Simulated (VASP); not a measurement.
# CdPd2S4 (P1) in VASP: single point with PBE

Aim: the single point of CdPd2S4 with PBE.

Everything below comes from runs of VASP 6.6.1. Logs are shortened: lines on timing, memory, paths and dates and some standing lists are left out, and cuts for length are marked.

**1. The structure**

The typed cell holds 14 atoms: a = 3.784 Å, b = 3.763 Å, c = 23.506 Å, α = 89.45°, β = 92.09°, γ = 117.93°.

The cell was built by a generator and needn't be a form met in nature.

**2. Single point, PBE**

INCAR reads:

```
SYSTEM = CdPd2S4
PREC = Accurate
ENCUT = 520
EDIFF = 1E-6
ISMEAR = -1
SIGMA = 0.1
LREAL = .FALSE.
LASPH = .TRUE.
NELM = 100
ALGO = Fast
ISIF = 2
LWAVE = .FALSE.
LCHARG = .FALSE.
GGA = PE
NELECT = 114.0
NBANDS = 69
```

KPOINTS reads:

```
Automatic mesh
0
Gamma
  5 5 1
  0.5 0 0.5
```

POSCAR reads:

```
CdPd2S4
1.0
    3.7826600000      0.0740080000     -0.0676760000
   -1.8272370000      3.2892900000      0.0182490000
   -0.4338310000     -0.1153900000     23.5016980000
Pd S Cd
4 8 2
Direct
    0.9848770000      0.0252090000      0.2504860000
    0.9895420000      0.0147370000      0.7507580000
    0.3117600000      0.6246600000      0.0976980000
    0.6580530000      0.2838610000      0.9062940000
    0.3112890000      0.6117000000      0.1903390000
    0.6729600000      0.2930460000      0.8012900000
    0.3247020000      0.6461400000      0.9280530000
    0.6224490000      0.2829190000      0.0556390000
    0.3093490000      0.6536560000      0.6867720000
    0.6418860000      0.3065770000      0.2977410000
    0.2950030000      0.6350110000      0.4313510000
    0.6625170000      0.3430500000      0.5680680000
    0.3793600000      0.7286880000      0.5985130000
    0.6182870000      0.3545070000      0.4081380000
```

Potentials or basis: VASP PAW PBE potentials, release 64 (Pd, S, Cd).

Launch:

```bash
cat potpaw_PBE.64/Pd/POTCAR potpaw_PBE.64/S/POTCAR potpaw_PBE.64/Cd/POTCAR > POTCAR
mpirun -np 1 vasp_std > vasp.out
```

OUTCAR:

```text
SYSTEM = CdPd2S4
   PREC = Accurate
   ENCUT = 520
   EDIFF = 1E-6
   ISMEAR = -1
   LREAL = .FALSE.
   LASPH = .TRUE.
   NELM = 100
   ISIF = 2
   GGA = PE
   NELECT = 114.0

 ion  position               nearest neighbor table
   1  0.985  0.025  0.250-  10 2.34  10 2.43   5 2.43   5 2.64  10 2.64   5 2.81
   2  0.990  0.015  0.751-   6 2.29   6 2.54   9 2.62   9 2.69   6 2.69   9 2.70
   3  0.312  0.625  0.098-   5 2.18   8 2.35   8 2.41   8 2.48
   4  0.658  0.284  0.906-   7 2.19   7 2.28   7 2.32   6 2.47
   5  0.311  0.612  0.190-   3 2.18   1 2.43   1 2.64   1 2.81
   6  0.673  0.293  0.801-   2 2.29   4 2.47   2 2.54   2 2.69
   7  0.325  0.646  0.928-   4 2.19   4 2.28   4 2.32
   8  0.622  0.283  0.056-   3 2.35   3 2.41   3 2.48
   9  0.309  0.654  0.687-  13 2.10   2 2.62   2 2.69   2 2.70
  10  0.642  0.307  0.298-   1 2.34   1 2.43  14 2.61   1 2.64
  11  0.295  0.635  0.431-  14 2.04  14 2.31  14 2.46
  12  0.663  0.343  0.568-  13 2.17  13 2.30  13 2.48
  13  0.379  0.729  0.599-   9 2.10  12 2.17  12 2.30  12 2.48
  14  0.618  0.355  0.408-  11 2.04  11 2.31  11 2.46  10 2.61

  LATTYP: Found a triclinic cell.
 ALAT       =     3.7839891518
 B/A-ratio  =     0.9943965544
 C/A-ratio  =     6.2119588892
 COS(alpha) =     0.0095202096
 COS(beta)  =     0.0364272882
 COS(gamma) =     0.4684266071

  Lattice vectors:

 A1 = (   3.7826600000,   0.0740080000,  -0.0676760000)
 A2 = (   1.8272370000,  -3.2892900000,  -0.0182490000)
 A3 = (   0.4338310000,   0.1153900000, -23.5016980000)

Analysis of symmetry for initial positions (statically):
=====================================================================
 Subroutine PRICEL returns:
 Original cell was already a primitive cell.

 Routine SETGRP: Setting up the symmetry group for a
 triclinic supercell.

 Subroutine GETGRP returns: Found  1 space group operations
 (whereof  1 operations were pure point group operations)
 out of a pool of  2 trial point group operations.

The static configuration has the point symmetry C_1 .

Analysis of symmetry for dynamics (positions and initial velocities):
=====================================================================
 Subroutine PRICEL returns:
 Original cell was already a primitive cell.

 Routine SETGRP: Setting up the symmetry group for a
 triclinic supercell.

 Subroutine GETGRP returns: Found  1 space group operations
 (whereof  1 operations were pure point group operations)
[... 128 lines left out ...]
   EFERMI =   0.00;   METHOD = LEGACY
   ISMEAR =    -1;   SIGMA  =   0.10  broadening in eV -4-tet -1-fermi 0-gaus
   EFERMI_NEDOS =   21; number of points for ismear=-14 and -15
   IALGO  =     68    algorithm
   IMIX   =      4    mixing-type and parameters
     AMIX     =   0.40;   BMIX     =  1.00
     AMIX_MAG =   1.60;   BMIX_MAG =  1.00
  volume/ion in A,a.u.               =      21.11       142.43
  Fermi-wavevector in a.u.,A,eV,Ry     =   1.191780  2.252137 19.324883  1.420339
  Thomas-Fermi vector in A             =   2.327833
   LORBIT       =      0    0 simple, 1 ext, 2 COOP (PROOUT), +10 PAW based schemes
   GGA     = PE    functional components
   LHFCALC =     F    Hartree Fock is set to
   AEXX    =    0.0000 exact exchange contribution
   IVDW    =     0    specifies the selected vdW correction
   LEPSILON=     F    determine dielectric tensor
   LRPA    =     F    only Hartree local field effects (RPA)
 non-spin polarized calculation
 RMM-DIIS sequential band-by-band and
  energy-cutoff  :      520.00
  volume of cell :      295.49
 maximum number of plane-waves:      7992
   NGX = 15   NGY = 13   NGZ = 87

 number of electron     114.0000006 magnetization

 Free energy of the ion-electron system (eV)
  ---------------------------------------------------
  ext. energy  EPLUGINS =         0.00000000
  ---------------------------------------------------
  free energy    TOTEN  =       -44.83926068 eV

  energy without entropy =      -44.56752026  energy(sigma->0) =      -44.70339047

 E-fermi :   4.5548     XC(G=0):  -9.9868

 val. band max:        4.5264740969   @ k =  -0.3000   0.2000   0.5000
 cond. band min:       4.5726461008   @ k =   0.3000   0.4000   0.5000
 fundamental gap:      0.0461720039
 Fermi energy:         4.5548268574

 k-point     1 :       0.1000   -0.0000    0.5000
  band No.  band energies     occupation
      1      -9.6620      2.00000
      2      -9.5988      2.00000
      3      -9.4460      2.00000
      4      -9.2679      2.00000
      5      -9.0091      2.00000
      6      -8.6650      2.00000
[... 925 lines left out ...]
     68       9.8664      0.00000
     69      10.3043      0.00000

------------------------ aborting loop because EDIFF is reached ----------------------------------------

  FORCE on cell =-STRESS in cart. coord.  units (eV):
  Direction    XX          YY          ZZ          XY          YZ          ZX
  --------------------------------------------------------------------------------------
  -------------------------------------------------------------------------------------
  Total       39.2969367     35.3974748     36.3159446     -7.1624372     -1.4185773     -5.1909367
  in kB      213.0727412    191.9293877    196.9094417    -38.8356003     -7.6916977    -28.1458860
  external PRESSURE =     200.6371902 kB  Pullay stress =       0.0000000 kB

 VOLUME and BASIS-vectors are now :
 -----------------------------------------------------------------------------
  energy-cutoff  :      520.00
  volume of cell :      295.49
      direct lattice vectors                 reciprocal lattice vectors
     3.782660000  0.074008000 -0.067676000     0.261620547  0.145302358  0.005542814
    -1.827237000  3.289290000  0.018249000    -0.005859793  0.300754204  0.001368491
    -0.433831000 -0.115390000 23.501698000     0.000757918  0.000184881  0.042565016

 POSITION                                       TOTAL-FORCE (eV/Angst)
 -----------------------------------------------------------------------------------
      3.57072      0.12690      5.82065         0.632252     -1.102609     -0.661419
      3.39047      0.03508     17.57739         0.833819     -0.783283     -1.184494
     -0.00450      2.06649      2.28637        -0.256119      0.090324     -1.553002
      1.57733      0.87783     21.26009        -0.195441      0.835970     -0.875596
     -0.02280      2.01313      4.46339        -0.205982      0.475501      1.520081
      1.66249      0.92126     18.79148        -0.755381      0.465499      0.418100
     -0.35503      2.04228     21.80064         0.243670     -0.825696      0.399984
      1.81341      0.97025      1.27065         0.278049     -0.095553      0.629104
     -0.32217      2.09371     16.13130        -0.620786     -0.428547      7.930775
      1.73868      1.02157      6.95957        -0.424910      0.603262     -0.498091
     -0.23155      2.06079     10.12910        -4.669241      3.295768      2.624342
      1.63280      1.11187     13.31199         1.001333      2.310569     -2.886774
     -0.15615      2.35588     14.05370        -0.505314     -1.590425     -3.680414
      1.51394      1.16474      9.55656         4.644049     -3.250779     -2.182596
 -----------------------------------------------------------------------------------
    total drift:                                0.000576     -0.000712     -0.000782

  FREE ENERGIE OF THE ION-ELECTRON SYSTEM (eV)
  ---------------------------------------------------
  free  energy   TOTEN  =       -44.8392606823 eV

  energy  without entropy=      -44.5675202618  energy(sigma->0) =      -44.70339047
```

OSZICAR:

```text
N       E                     dE             d eps       ncg     rms          rms(c)
DAV:   1     0.805208080418E+03    0.80521E+03   -0.54561E+04  1794   0.152E+03
DAV:   2     0.112462112935E+02   -0.79396E+03   -0.76731E+03  1995   0.339E+02
DAV:   3    -0.475640719079E+02   -0.58810E+02   -0.57245E+02  2052   0.903E+01
[... 17 lines left out ...]
RMM:  21    -0.448393012665E+02    0.67978E-03   -0.73966E-04  1981   0.884E-02    0.867E-02
RMM:  22    -0.448392723884E+02    0.28878E-04   -0.28253E-04  2022   0.416E-02    0.536E-02
RMM:  23    -0.448392808263E+02   -0.84379E-05   -0.59367E-05  1940   0.239E-02    0.469E-02
RMM:  24    -0.448392646408E+02    0.16185E-04   -0.41247E-05  1924   0.184E-02    0.204E-02
RMM:  25    -0.448392603811E+02    0.42598E-05   -0.27746E-05  1819   0.127E-02    0.593E-03
RMM:  26    -0.448392606823E+02   -0.30121E-06   -0.41384E-06  1568   0.706E-03
   1 F= -.44839261E+02 E0= -.44703390E+02  d E =-.271740E+00
```

stdout:

```text
POSCAR found type information on POSCAR PdS Cd
 POSCAR found :  3 types and      14 ions
 scaLAPACK will be used
 LDA part: xc-table for (Slater+PW92), standard interpolation
 POSCAR, INCAR and KPOINTS ok, starting setup
 FFT: planning ... GRIDC
 FFT: planning ... GRID_SOFT
 FFT: planning ... GRID
 WAVECAR not read
 entering main loop
 the old and the new charge density differ
 old charge density:   112.00000 new  114.00000
    0.352E+01
```

Run time: 6.3 min. Hardware: 1 thread of AMD EPYC 9R45 (Zen 5), shared host; peak memory 0.46 GiB.

Results:

```
Free energy            : -44.8393 eV
Largest force          : 7.967 eV/Å
Band gap on the k mesh : none (metal or under the smearing width)
```

Forces on the atoms (eV/Å):
```
Pd   0.632 -1.103 -0.661
Pd   0.834 -0.783 -1.184
Pd  -0.256  0.090 -1.553
Pd  -0.195  0.836 -0.876
S   -0.206  0.476  1.520
S   -0.755  0.465  0.418
S    0.244 -0.826  0.400
S    0.278 -0.096  0.629
S   -0.621 -0.429  7.931
S   -0.425  0.603 -0.498
S   -4.669  3.296  2.624
S    1.001  2.311 -2.887
Cd  -0.505 -1.590 -3.680
Cd   4.644 -3.251 -2.183
```

Caveat: the k mesh is coarse (spacing up to 0.38 Å⁻¹), so the values aren't converged; the cell carries a net charge on a neutralising background, which shifts energy and pressure; the cell is charged against a uniform background, so pressure and absolute levels hang on convention; forces of over 1 eV/Å show positions far from the minimum, so gaps and moduli don't describe the material at rest.
